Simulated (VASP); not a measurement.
Energy against volume of TiC (rock salt). Computed with SCAN meta-GGA, VASP's PBE PAW potentials (set 64) (plane waves; VASP). Numerical set-up: 520 eV cut-off, 14×14×14 Γ-centred mesh, first-order Methfessel-Paxton smearing of 0.10 eV, potentials Ti_sv C.

```tsv
V (Å³/atom)	E (eV/atom)
9.519	-14.01962
9.822	-14.04518
10.126	-14.05332
10.430	-14.04584
```

**Question.** Fit these four points and predict the energy of the run at 10.734 Å³/atom.

**Answer.** A cubic in V^(−2/3), the third-order Birch-Murnaghan form, passes through the four points with V0 = 10.13 Å³/atom and B0 = 274 GPa, and gives -14.0245 eV/atom there. The run gave -14.0243 eV/atom, +0.2 meV/atom from the fit; all five points give B0 = 274 GPa.

The compound is TiC in the rock salt structure. It was relaxed first.
